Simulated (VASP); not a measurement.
Consider the following.

```
CELL_PARAMETERS angstrom
      0.00000     2.26098     2.26098
      2.26098     0.00000     2.26098
      2.26098     2.26098     0.00000
ATOMIC_POSITIONS crystal
  B  0.00000 0.00000 0.00000
  P  0.25000 0.25000 0.25000
```

Calculation: PBEsol GGA, VASP's PBE PAW potentials (set 64) (plane waves; VASP). Numerical set-up: 520 eV cut-off, Gaussian smearing of 0.050 eV, potentials B P.

Q: Give the energies of bands 2 to 7 at the high-symmetry points, in eV from the valence-band maximum.

A: 
```tsv
band	Γ	X	U	L	W
2	0.00	-8.65	-8.22	-9.17	-8.10
3	0.00	-4.18	-6.37	-1.78	-5.81
4	0.00	-4.18	-3.56	-1.78	-5.60
5	3.37	1.21	2.02	3.80	5.24
6	3.37	1.51	5.94	4.66	6.67
7	3.37	12.20	9.77	4.66	7.26
```

The gap is indirect, 1.11 eV, from the valence maximum at Γ to the conduction minimum at Γ-X at 0.86.

The structure was generated: BP was put into the zinc blende type (F-43m), which need not be its known phase. It was relaxed first, which changed the volume by +8 %.
